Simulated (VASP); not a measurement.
The input files of a VASP run:

### INCAR
```
! general
SYSTEM   =  ZrPbO3
PREC     =  Accurate
ENCUT    =  520
LREAL    =  .FALSE.   ! projection in real space or not
LASPH    =  .TRUE.

! electronic loop
EDIFF    =  1E-7
NELM     =  100
ALGO     =  Normal
LMAXMIX  =  4

! smearing
ISMEAR   =  -5

! functional
GGA      =  PS   ! PBEsol

! ions
ISIF     =  2

! output
LWAVE    =  .FALSE.
LCHARG   =  .TRUE.
LORBIT   =  11   ! lm-projected
NEDOS    =  601

! other
LEFG     =  .TRUE.
```

POSCAR:
```
ZrPbO3
8.2368630
  0.5000000302   0.0000000000   0.0000000000
  0.0000000000   0.3561046693   0.3639438408
  0.0000000000  -0.3561046693   0.3639438408
Zr Pb O
1 1 3
Cartesian
  0.2500000151  -0.0000000000   0.3697831292
  0.0000000000   0.0000000000   0.6916828927
  0.2500000151  -0.1896745902   0.2151259722
  0.2500000151   0.1896745902   0.2151259722
  0.0000000000   0.0000000000   0.4058779411
```

File KPOINTS:
```
Automatic mesh
0
Gamma
6 6 6
0 0 0
```

POTCAR, in this order: Zr_sv Pb_d O (PBE.64 set). Program: vasp_std.

Translate this PBEsol calculation to Quantum ESPRESSO's pw.x.

One equivalent input (not run):
```
&CONTROL
  calculation = 'scf'
  pseudo_dir = './pseudo'
  outdir = './out'
  tprnfor = .true.
  tstress = .true.
/
&SYSTEM
  ibrav = 0
  nat = 5
  ntyp = 3
  ecutwfc = 84
  occupations = 'tetrahedra'
  input_dft = 'pbesol'
/
&ELECTRONS
  conv_thr = 7.3e-09
  electron_maxstep = 100
/
ATOMIC_SPECIES
  Zr 91.224 Zr.upf
  Pb 207.200 Pb.upf
  O 15.999 O.upf
CELL_PARAMETERS angstrom
     4.1184317    0.0000000    0.0000000
     0.0000000    2.9331854    2.9977556
     0.0000000   -2.9331854    2.9977556
ATOMIC_POSITIONS crystal
  Zr   0.5000000  0.5080222  0.5080222
  Pb   0.0000000  0.9502605  0.9502605
  O    0.5000000  0.0292297  0.5618669
  O    0.5000000  0.5618669  0.0292297
  O    0.0000000  0.5576107  0.5576107
K_POINTS automatic
  6 6 6 0 0 0
```
What does not carry over: the potentials are each code's own (VASP's PAW set, PseudoDojo norm-conserving files in pw.x), so ENCUT and ecutwfc are chosen apart and not converted; conv_thr bounds pw.x's estimated SCF error, while EDIFF bounds the energy change between steps; the field gradients of LEFG aren't asked of the other code.

The structure comes from a computed database's ZrPbO3 entry (Amm2); how it stands against other phases isn't given here. It was relaxed first, which changed the volume by -5 %.
